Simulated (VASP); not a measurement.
Input:

```
CELL_PARAMETERS angstrom
      3.35758     0.00000     0.00000
     -1.67879     2.90775     0.00000
      0.00000     0.00000     5.67993
ATOMIC_POSITIONS crystal
  Pt 0.33333 0.66667 0.00313
  Pt 0.66667 0.33333 0.50313
  B  0.33333 0.66667 0.37187
  B  0.66667 0.33333 0.87187
```

The numbers are results of PBE GGA, VASP's PBE PAW potentials (set 64) (plane waves; VASP 6.6.1), not measurements. Numerical set-up: 520 eV cut-off, Gaussian smearing of 0.050 eV, potentials Pt B.

**Question.** Give the energies of bands 3 to 16 at the high-symmetry points, in eV from the Fermi level.

**Answer.** 
| band | Γ | M | K | A | L | H |
|---|---|---|---|---|---|---|
| 3 | -5.86 | -6.18 | -6.08 | -5.97 | -6.32 | -5.70 |
| 4 | -5.58 | -5.79 | -4.76 | -5.97 | -6.32 | -5.70 |
| 5 | -5.58 | -5.21 | -4.76 | -5.44 | -4.52 | -5.35 |
| 6 | -5.17 | -4.83 | -4.40 | -5.44 | -4.52 | -5.35 |
| 7 | -5.17 | -4.06 | -4.18 | -5.44 | -4.31 | -3.72 |
| 8 | -4.86 | -3.60 | -4.18 | -5.44 | -4.31 | -3.72 |
| 9 | -3.56 | -3.28 | -3.57 | -3.06 | -2.56 | -3.66 |
| 10 | -3.56 | -2.60 | -3.46 | -3.06 | -2.56 | -3.66 |
| 11 | -2.72 | -2.40 | -2.98 | -3.06 | -2.14 | -1.76 |
| 12 | -2.72 | -1.84 | -2.98 | -3.06 | -2.14 | -1.76 |
| 13 | -1.68 | -0.94 | -1.20 | 2.92 | -1.43 | -0.14 |
| 14 | 4.87 | -0.45 | 1.63 | 2.92 | -1.43 | -0.14 |
| 15 | 4.87 | 0.59 | 1.63 | 5.94 | 2.85 | 0.63 |
| 16 | 6.47 | 1.27 | 2.17 | 5.94 | 2.85 | 0.63 |

It has no gap at this level: it comes out as a metal or semimetal.

The structure was generated: PtB was put into the wurtzite type (P6_3mc), which need not be its known phase. It was relaxed first, which changed the volume by -15 %.
